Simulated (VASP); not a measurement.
Crystal: Pt.

```
CELL_PARAMETERS angstrom
0.00000 1.97000 1.97000
1.97000 0.00000 1.97000
1.97000 1.97000 0.00000
ATOMIC_POSITIONS crystal
Pt 0.00000 0.00000 0.00000
```

The cell was built by a generator and needn't be a form met in nature.

```yaml
Program: VASP 6.6.1
Task: relaxation of cell and atoms
Functional: LDA
Potentials_or_basis: VASP PAW LDA potentials, release 64 (Pt)
Cutoff: 600 eV
k_mesh: 20 × 20 × 20
Occupations: methfessel-paxton, width 0.15 eV
Spin: no spin polarisation
```

At the start: pressure -9.2 GPa; volume 15.29 Å³/atom.

Where does the relaxation end?

Over 4 steps the energy falls by 14.8 meV/atom and the volume is 14.80 Å³/atom (-3.2 %); space group Fm-3m (No. 225, to 0.05 Å).

The path:
```
step  energy change (eV)  largest force (eV/Å)  pressure (GPa)  volume (Å³)
   1              0.0000                0.0000           -9.22        15.29
   2              0.1347                0.0000           38.61        13.43
   3             -0.0148                0.0000           -0.41        14.82
   4             -0.0148                0.0000           -0.07        14.80
```

Final structure:
```
Pt
1.0
     0.00000    1.94868    1.94868
     1.94868    0.00000    1.94868
     1.94868    1.94868    0.00000
Pt
1
Direct
  0.00000 0.00000 0.00000
```
